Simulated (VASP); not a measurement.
Method: LDA (Ceperley-Alder, Perdew-Zunger), VASP's LDA PAW potentials (set 64) (plane waves; VASP).

The input files of a VASP run:

**KPOINTS**
```
Automatic mesh
0
Gamma
5 5 5
0 0 0
```

File POSCAR:
```
CdS
1
    0.0000000000     2.9100000000     2.9100000000
    2.9100000000     0.0000000000     2.9100000000
    2.9100000000     2.9100000000     0.0000000000
Cd S
1 1
Direct
  0.0000000000   0.0000000000   0.0000000000
  0.2500000000   0.2500000000   0.2500000000
```

**INCAR**
```
SYSTEM=CdS
PREC=Accurate; ENCUT=300; LREAL=F
LASPH=T
EDIFF=1E-6; NELM=100; ALGO=Normal
LMAXMIX=4
ISMEAR=-1; SIGMA=0.05
IBRION=2; NSW=50; ISIF=3
EDIFFG=-0.01
LWAVE=F; LCHARG=F
```

POTCAR, in this order: Cd S (LDA.64 set). Program: vasp_std.

Q: What will the output report for the number of irreducible k-points (NKPTS), largest plane-wave count, number of space-group operations, FFT grid (NGX, NGY, NGZ)?

A: 
```json
{
 "number of irreducible k-points (NKPTS)": "10",
 "largest_plane_wave_count": "592",
 "number_of_space_group_operations": "24",
 "FFT grid (NGX, NGY, NGZ)": "24 × 24 × 24"
}
```

The structure is a typed CdS crystal. This run relaxes it. Symmetry was kept, so distortions that lower it aren't found. The run is one of a series of settings (EDIFFG = -0.01, IBRION = 2, ISIF = 3, NSW = 50 against the base run), some of them coarse on purpose.
